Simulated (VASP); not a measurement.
Given:

```xyz
3
Lattice="0.0000 3.0102 3.0102 3.0102 0.0000 3.0102 3.0102 3.0102 0.0000" Properties=species:S:1:pos:R:3 pbc="T T T"
Li     1.5051     1.5051     1.5051
Li     4.5153     4.5153     4.5153
Se     6.0204     3.0102     3.0102
```

These are revTPSS meta-GGA, VASP's PBE PAW potentials (set 64) (plane waves; VASP) values and carry that method's errors. Numerical set-up: 520 eV cut-off, 7×7×7 Γ-centred mesh, Gaussian smearing of 0.050 eV, potentials Li_sv Se.

Question: Give the stress tensor in GPa (positive for a compressed cell).

Answer: 
```
-1.15   0.00   0.00
 0.00  -1.15   0.00
 0.00   0.00  -1.15
```
The pressure is its mean diagonal, -1.15 GPa.

The compound is Li2Se in the antifluorite structure. This cell is one point of a volume scan, at 1.03 of the reference volume.
